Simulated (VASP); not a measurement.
OSZICAR of a VASP run on InGaAs2 (space group P-4m2):

**OSZICAR**
```
       N       E                     dE             d eps       ncg     rms          rms(c)
DAV:   1     0.244911451878E+03    0.24491E+03   -0.15035E+04  2646   0.173E+03
DAV:   2     0.710719820733E+01   -0.23780E+03   -0.23416E+03  2832   0.399E+02
DAV:   3    -0.171836851316E+02   -0.24291E+02   -0.24144E+02  3176   0.130E+02
DAV:   4    -0.179686755379E+02   -0.78499E+00   -0.78373E+00  3250   0.260E+01
DAV:   5    -0.179903580346E+02   -0.21682E-01   -0.21679E-01  3466   0.389E+00    0.551E+00
DAV:   6    -0.175586270938E+02    0.43173E+00   -0.86831E-01  3774   0.149E+01    0.299E+00
DAV:   7    -0.175019775460E+02    0.56650E-01   -0.35127E-01  4118   0.456E+00    0.825E-01
DAV:   8    -0.174981037165E+02    0.38738E-02   -0.44341E-02  3316   0.287E+00    0.367E-01
DAV:   9    -0.174982113884E+02   -0.10767E-03   -0.48217E-03  3556   0.120E+00    0.149E-01
DAV:  10    -0.174983083516E+02   -0.96963E-04   -0.50531E-04  3088   0.220E-01    0.811E-02
DAV:  11    -0.174983485053E+02   -0.40154E-04   -0.17488E-04  3248   0.165E-01    0.419E-02
DAV:  12    -0.174983473317E+02    0.11735E-05   -0.29000E-05  3042   0.544E-02    0.114E-02
DAV:  13    -0.174983479527E+02   -0.62094E-06   -0.57566E-06  3766   0.134E-02    0.377E-03
DAV:  14    -0.174983477381E+02    0.21451E-06   -0.13489E-06  2762   0.825E-03    0.183E-03
DAV:  15    -0.174983476569E+02    0.81250E-07   -0.10435E-07  1974   0.319E-03
   1 F= -.17498348E+02 E0= -.17498348E+02  d E =0.000000E+00
```

Question: Which electronic solver shows in the log?

Answer: It is blocked Davidson (ALGO = Normal, or the opening steps of other solvers). The INCAR had ALGO = Normal.

Question: Can the final energy be trusted as converged?

Answer: Self-consistency was reached. It stopped with EDIFF = 1E-7, NELM = 100 (PBEsol GGA, plane waves, VASP's PBE PAW potentials (set 64)).

The structure comes from a computed database's InGaAs2 entry (P-4m2); how it stands against other phases isn't given here. It was relaxed first.
